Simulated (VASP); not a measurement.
# AuC2Se2N2 (P1) in VASP: single point with r2SCAN

Aim: the single point of AuC2Se2N2 with r2SCAN.

Program: VASP 6.6.1. These are calculated values, not measurements. Logs are shortened: lines on timing, memory, paths and dates and some standing lists are left out, and cuts for length are marked.

### 1 Starting point

The typed cell holds 7 atoms: a = 4.122 Å, b = 5.751 Å, c = 6.443 Å, α = 79.60°, β = 86.63°, γ = 73.63°.

The cell was built by a generator and needn't be a form met in nature.

### 2 Single point, r2SCAN

Contents of POSCAR:

```
AuC2Se2N2
1.0
    4.1215341100     -0.0477096400     -0.0470754800
    1.6844929200      5.4984515000     -0.0511616100
    0.4637022000      1.1336023700      6.3257749800
Au C N Se
1 2 2 2
Direct
    0.0026850000      0.0113700000      0.0142980000
    0.2123970000      0.5288490000      0.7766650000
    0.7519370000      0.4817290000      0.2162050000
    0.9373700000      0.2750760000      0.1389510000
    0.1478670000      0.7200470000      0.8588190000
    0.3286110000      0.2328010000      0.7230450000
    0.6531480000      0.8197710000      0.2786610000
```

Contents of INCAR.step1:

```
  PREC = Accurate
  ENCUT = 520
  ISMEAR = -5
  SIGMA = 0.1
  LREAL = F
  LASPH = T
  NELM = 100
  LMAXMIX = 4
  NBANDS = 30
  GGA = PE
  ALGO = Normal
  EDIFF = 1E-4
  LWAVE = T
  LCHARG = F
```

Contents of INCAR.step2:

```
  PREC = Accurate
  ENCUT = 520
  EDIFF = 1E-7
  ISMEAR = -1
  SIGMA = 0.1
  LREAL = F
  LASPH = T
  NELM = 100
  ALGO = Normal
  ISIF = 2
  LWAVE = F
  LCHARG = F
  LMAXMIX = 4
  METAGGA = R2SCAN
  LMIXTAU = T
  LORBIT = 11
  NBANDS = 30
  ISTART = 1
```

Contents of KPOINTS:

```
Automatic mesh
0
Gamma
  5 4 3
  0.5 0.5 0
```

Potentials or basis: VASP PAW PBE potentials, release 64 (Au, C, N, Se).

Run with:

```console
cat potpaw_PBE.64/Au/POTCAR potpaw_PBE.64/C/POTCAR potpaw_PBE.64/N/POTCAR potpaw_PBE.64/Se/POTCAR > POTCAR
cp INCAR.step1 INCAR
mpirun -np 1 vasp_std > vasp.out
cp INCAR.step2 INCAR
mpirun -np 1 vasp_std > vasp.out
```

OUTCAR:

```text
PREC = Accurate
   ENCUT = 520
   EDIFF = 1E-7
   ISMEAR = -1
   LREAL = F
   LASPH = T
   NELM = 100
   ISIF = 2
   METAGGA = R2SCAN
   LORBIT = 11
   ISTART = 1

 ion  position               nearest neighbor table
   1  0.003  0.011  0.014-   4 1.79   5 2.03   7 2.47   6 2.60   7 3.08
   2  0.212  0.529  0.777-   5 1.26   6 1.73
   3  0.752  0.482  0.216-   4 1.38   7 1.98
   4  0.937  0.275  0.139-   3 1.38   1 1.79
   5  0.148  0.720  0.859-   2 1.26   1 2.03
   6  0.329  0.233  0.723-   2 1.73   1 2.60
   7  0.653  0.820  0.279-   3 1.98   1 2.47   1 3.08

  LATTYP: Found a triclinic cell.
 ALAT       =     6.0579773728
 B/A-ratio  =     0.9493138642
 C/A-ratio  =     1.2285192898
 COS(alpha) =     0.0001810628
 COS(beta)  =     0.3424599898
 COS(gamma) =     0.7574948392

  Lattice vectors:

 A1 = (   2.4370411900,  -5.5461611400,   0.0040861300)
 A2 = (  -1.6844929200,  -5.4984515000,   0.0511616100)
 A3 = (   3.6578319100,  -1.1813120100,  -6.3728504600)

Analysis of symmetry for initial positions (statically):
=====================================================================
 Subroutine PRICEL returns:
 Original cell was already a primitive cell.

 Routine SETGRP: Setting up the symmetry group for a
 triclinic supercell.

 Subroutine GETGRP returns: Found  1 space group operations
 (whereof  1 operations were pure point group operations)
 out of a pool of  2 trial point group operations.

The static configuration has the point symmetry C_1 .

Analysis of symmetry for dynamics (positions and initial velocities):
=====================================================================
 Subroutine PRICEL returns:
 Original cell was already a primitive cell.

 Routine SETGRP: Setting up the symmetry group for a
 triclinic supercell.

 Subroutine GETGRP returns: Found  1 space group operations
 (whereof  1 operations were pure point group operations)
 out of a pool of  2 trial point group operations.

The dynamic configuration has the point symmetry C_1 .

 Subroutine INISYM returns: Found  1 space group operations
 (whereof  1 operations are pure point group operations),
 and found     1 'primitive' translations

----------------------------------------------------------------------------------------

                                     Primitive cell

  volume of cell :     144.1337

  direct lattice vectors                    reciprocal lattice vectors
     4.121534110 -0.047709640 -0.047075480     0.241719688 -0.074094008 -0.004441006
     1.684492920  5.498451500 -0.051161610     0.001723646  0.181038288 -0.032569083
     0.463702200  1.133602370  6.325774980     0.001812783  0.000912805  0.157786936

  length of vectors
     4.122079054  5.750921909  6.443252530     0.252859748  0.183952651  0.157799989

  position of ions in fractional coordinates (direct lattice)
     0.002685000  0.011370000  0.014298000
     0.212397000  0.528849000  0.776665000
     0.751937000  0.481729000  0.216205000
     0.937370000  0.275076000  0.138951000
     0.147867000  0.720047000  0.858819000
     0.328611000  0.232801000  0.723045000
     0.653148000  0.819771000  0.278661000

  ion indices of the primitive-cell ions
   primitive index   ion index
                 1           1
                 2           2
                 3           3
                 4           4
                 5           5
                 6           6
                 7           7

----------------------------------------------------------------------------------------

 KPOINTS: Automatic mesh

Automatic generation of k-mesh.
 Grid dimensions read from file:
 generate k-points for:    5    4    3

 Generating k-lattice:

  Cartesian coordinates                     Fractional coordinates (reciprocal lattice)
     0.048343938 -0.014818802 -0.000888201     0.200000000  0.000000000  0.000000000
     0.000430912  0.045259572 -0.008142271    -0.000000000  0.250000000 -0.000000000
     0.000604261  0.000304268  0.052595645    -0.000000000 -0.000000000  0.333333333

  Length of vectors
     0.050571950  0.045988163  0.052599996

  Shift w.r.t. Gamma in fractional coordinates (k-lattice)
     0.500000000  0.500000000  0.000000000

 Subroutine IBZKPT returns following result:
 ===========================================

 Found     30 irreducible k-points:

 Following reciprocal coordinates:
            Coordinates               Weight
  0.100000  0.125000 -0.000000      2.000000
  0.300000  0.125000 -0.000000      2.000000
  0.500000  0.125000 -0.000000      2.000000
 -0.300000  0.125000  0.000000      2.000000
 -0.100000  0.125000  0.000000      2.000000
  0.100000  0.375000 -0.000000      2.000000
[... 16 lines left out ...]
  0.500000 -0.375000  0.333333      2.000000
 -0.300000 -0.375000  0.333333      2.000000
 [... further k-points ...]
   k-points           NKPTS =     30   k-points in BZ     NKDIM =     30   number of bands    NBANDS=     30
   number of dos      NEDOS =    301   number of ions     NIONS =      7
   total plane-waves  NPLWV =  73728
   dimension x,y,z NGX =    32 NGY =   48 NGZ =   48
   dimension x,y,z NGXF=    64 NGYF=   96 NGZF=   96
   ions per type =               1   2   2   2
   NGX,Y,Z   is equivalent  to a cutoff of  12.91, 13.88, 12.38 a.u.
   NGXF,Y,Z  is equivalent  to a cutoff of  25.81, 27.75, 24.77 a.u.
 SYSTEM =  unknown system
   PREC   = accura    normal or accurate (medium, high low for compatibility)
   ISTART =      1    job   : 0-new  1-cont  2-samecut
   ICHARG =      0    charge: 1-file 2-atom 10-const
   ISPIN  =      1    spin polarized calculation?
   LNONCOLLINEAR =      F non collinear calculations
   LSORBIT =      F    spin-orbit coupling
   LASPH  =      T    aspherical Exc in radial PAW
   ENCUT  =  520.0 eV  38.22 Ry    6.18 a.u.   7.66 10.69 11.98*2*pi/ulx,y,z
   NELM   =    100;   NELMIN=  2; NELMDL=  0     # of ELM steps
   EDIFF  = 0.1E-06   stopping-criterion for ELM
   LREAL  =      F    real-space projection
   EDIFFG = 0.1E-05   stopping-criterion for IOM
   NSW    =      0    number of steps for IOM
   IBRION =     -1    ionic relax: 0-MD 1-quasi-New 2-CG
   NFREE  =      0    steps in history (QN), initial steepest desc. (CG)
   ISIF   =      2    stress and relaxation
   ISYM   =      2    0-nonsym 1-usesym 2-fastsym
   POTIM  = 0.5000    time-step for ionic-motion
   TEBEG  =    0.0;   TEEND  =   0.0 temperature during run
   PSTRESS=    0.0 pullay stress
   NELECT =      41.0000    total number of electrons
   NUPDOWN=      -1.0000    fix difference up-down
   EMIN   =  10.00;   EMAX   =-10.00  energy-range for DOS
   EFERMI =   0.00;   METHOD = LEGACY
   ISMEAR =    -1;   SIGMA  =   0.10  broadening in eV -4-tet -1-fermi 0-gaus
   EFERMI_NEDOS =   21; number of points for ismear=-14 and -15
   IALGO  =     38    algorithm
   IMIX   =      4    mixing-type and parameters
     AMIX     =   0.40;   BMIX     =  1.00
     AMIX_MAG =   1.60;   BMIX_MAG =  1.00
  volume/ion in A,a.u.               =      20.59       138.95
  Fermi-wavevector in a.u.,A,eV,Ry     =   1.076666  2.034603 15.771997  1.159209
  Thomas-Fermi vector in A             =   2.212556
   LORBIT       =     11    0 simple, 1 ext, 2 COOP (PROOUT), +10 PAW based schemes
   METAGGA = R2SCAN    functional components
   LHFCALC =     F    Hartree Fock is set to
   AEXX    =    0.0000 exact exchange contribution
   IVDW    =     0    specifies the selected vdW correction
   LEPSILON=     F    determine dielectric tensor
   LRPA    =     F    only Hartree local field effects (RPA)
 non-spin polarized calculation
  energy-cutoff  :      520.00
  volume of cell :      144.13
 maximum number of plane-waves:      3892
 NGX is ok and might be reduce to    32

 number of electron      41.0000001 magnetization

 Free energy of the ion-electron system (eV)
  ---------------------------------------------------
  ext. energy  EPLUGINS =         0.00000000
  ---------------------------------------------------
  free energy    TOTEN  =      -110.70826607 eV

  energy without entropy =     -110.60175060  energy(sigma->0) =     -110.65500834

 E-fermi :   2.0071     XC(G=0):  -9.0056

 val. band max:        1.9962980318   @ k =   0.3000   0.3750   0.3333
 cond. band min:       2.0327799915   @ k =   0.1000   0.1250   0.3333
 fundamental gap:      0.0364819597
 Fermi energy:         2.0070866906

 k-point     1 :       0.1000    0.1250   -0.0000
  band No.  band energies     occupation
      1     -17.3546      2.00000
      2     -16.5964      2.00000
      3     -13.6446      2.00000
      4     -12.8443      2.00000
      5      -9.6537      2.00000
      6      -7.4301      2.00000
[... 22 lines left out ...]
     29       7.9356      0.00000
     30       9.3184      0.00000

 k-point     2 :       0.3000    0.1250   -0.0000
  band No.  band energies     occupation
      1     -17.3148      2.00000
      2     -16.5962      2.00000
      3     -13.6005      2.00000
      4     -12.7945      2.00000
      5      -9.6238      2.00000
      6      -7.3429      2.00000
[... 22 lines left out ...]
     29       8.6160      0.00000
     30       9.5998      0.00000

 k-point     3 :       0.5000    0.1250   -0.0000
  band No.  band energies     occupation
      1     -17.2766      2.00000
      2     -16.6043      2.00000
      3     -13.5831      2.00000
      4     -12.7929      2.00000
      5      -9.5539      2.00000
      6      -7.2560      2.00000
[... 22 lines left out ...]
     29       8.8910      0.00000
     30       9.4970      0.00000

 k-point     4 :      -0.3000    0.1250    0.0000
  band No.  band energies     occupation
      1     -17.2943      2.00000
      2     -16.6082      2.00000
      3     -13.6174      2.00000
      4     -12.8427      2.00000
      5      -9.5403      2.00000
      6      -7.3060      2.00000
[... 22 lines left out ...]
     29       8.5603      0.00000
     30       9.5127      0.00000

 k-point     5 :      -0.1000    0.1250    0.0000
  band No.  band energies     occupation
      1     -17.3425      2.00000
      2     -16.6032      2.00000
      3     -13.6551      2.00000
      4     -12.8740      2.00000
      5      -9.6001      2.00000
      6      -7.4213      2.00000
[... 22 lines left out ...]
     29       8.1580      0.00000
     30       9.6081      0.00000
[... 526 lines left out ...]
     29       8.8677      0.00000
     30       9.1588      0.00000

 k-point    22 :       0.3000   -0.3750    0.3333
  band No.  band energies     occupation
      1     -17.2055      2.00000
      2     -16.6732      2.00000
      3     -13.7112      2.00000
      4     -12.8863      2.00000
      5      -9.5072      2.00000
      6      -6.9772      2.00000
[... 22 lines left out ...]
     29       8.6350      0.00000
     30       9.2532      0.00000

 k-point    23 :       0.5000   -0.3750    0.3333
  band No.  band energies     occupation
      1     -17.2047      2.00000
      2     -16.6606      2.00000
      3     -13.6518      2.00000
      4     -12.8152      2.00000
      5      -9.5561      2.00000
      6      -7.0736      2.00000
[... 22 lines left out ...]
     29       8.3549      0.00000
     30       9.4110      0.00000

 k-point    24 :      -0.3000   -0.3750    0.3333
  band No.  band energies     occupation
      1     -17.2280      2.00000
      2     -16.6602      2.00000
      3     -13.6876      2.00000
      4     -12.8520      2.00000
      5      -9.5585      2.00000
      6      -7.1513      2.00000
[... 22 lines left out ...]
     29       8.9854      0.00000
     30       9.2314      0.00000

 [... further k-points ...]

------------------------ aborting loop because EDIFF is reached ----------------------------------------

  FORCE on cell =-STRESS in cart. coord.  units (eV):
  Direction    XX          YY          ZZ          XY          YZ          ZX
  --------------------------------------------------------------------------------------
  -------------------------------------------------------------------------------------
  Total        3.0236046    -14.8698534      2.3062708      4.0491022     -6.7636661     -0.1996230
  in kB       33.6101084   -165.2919105     25.6362921     45.0094438    -75.1842844     -2.2189902
  external PRESSURE =     -35.3485033 kB  Pullay stress =       0.0000000 kB

 VOLUME and BASIS-vectors are now :
 -----------------------------------------------------------------------------
  energy-cutoff  :      520.00
  volume of cell :      144.13
      direct lattice vectors                 reciprocal lattice vectors
     4.121534110 -0.047709640 -0.047075480     0.241719688 -0.074094008 -0.004441006
     1.684492920  5.498451500 -0.051161610     0.001723646  0.181038288 -0.032569083
     0.463702200  1.133602370  6.325774980     0.001812783  0.000912805  0.157786936

 POSITION                                       TOTAL-FORCE (eV/Angst)
 -----------------------------------------------------------------------------------
      0.03685      0.07860      0.08974        -0.531058     -4.161096     -2.557478
      2.12639      3.77815      4.87595         0.699655      7.343858      3.516521
      4.01086      2.85798      1.30762         2.796178     -6.401504     -2.829136
      4.39120      1.62529      0.82077        -2.194433     13.898741      6.159206
      2.22059      4.92565      5.38890        -0.475255     -6.028641     -3.101693
      2.08181      2.08401      4.54644         0.313625     -0.896279     -1.596678
      4.20209      4.79220      1.69006        -0.608713     -3.755080      0.409257
 -----------------------------------------------------------------------------------
    total drift:                               -0.000272      0.000047      0.000055

  FREE ENERGIE OF THE ION-ELECTRON SYSTEM (eV)
  ---------------------------------------------------
  free  energy   TOTEN  =      -110.7082660682 eV

  energy  without entropy=     -110.6017506034  energy(sigma->0) =     -110.65500834

 total charge

# of ion       s       p       d       tot
------------------------------------------
    1        0.655   0.562   8.697   9.914
    2        0.894   1.589   0.000   2.483
    3        0.875   1.349   0.000   2.225
    4        1.267   2.459   0.000   3.726
    5        1.263   2.524   0.000   3.787
    6        1.477   2.386   0.094   3.958
    7        1.495   2.224   0.060   3.780
--------------------------------------------------
tot          7.928  13.093   8.851  29.872
```

Run time: 6.3 min. Hardware: 1 thread of Intel Xeon Platinum 8259CL at 2.50GHz (Skylake/Cascade Lake), shared host; peak memory 0.36 GiB.

Results:

```
Free energy                                           : -110.7083 eV
Pressure                                              : -3.5 GPa
Largest force                                         : 15.360 eV/Å
Band gap on the k mesh                                : none (metal or under the smearing width)
Valence electrons inside the program's atomic spheres : Au 9.91; C 2.48, 2.23; N 3.73, 3.79; Se 3.96, 3.78
```

Forces on the atoms (eV/Å):
```
Au  -0.531 -4.161 -2.557
C    0.700  7.344  3.517
C    2.796 -6.402 -2.829
N   -2.194 13.899  6.159
N   -0.475 -6.029 -3.102
Se   0.314 -0.896 -1.597
Se  -0.609 -3.755  0.409
```

Stress tensor (GPa, compression positive):
```
  3.36   4.50  -0.22
  4.50 -16.53  -7.52
 -0.22  -7.52   2.56
```

Caveat: the PAW data sets were made with another functional, which shifts forces and pressure a little. Spin-orbit coupling is left out, which matters for the levels of Au.
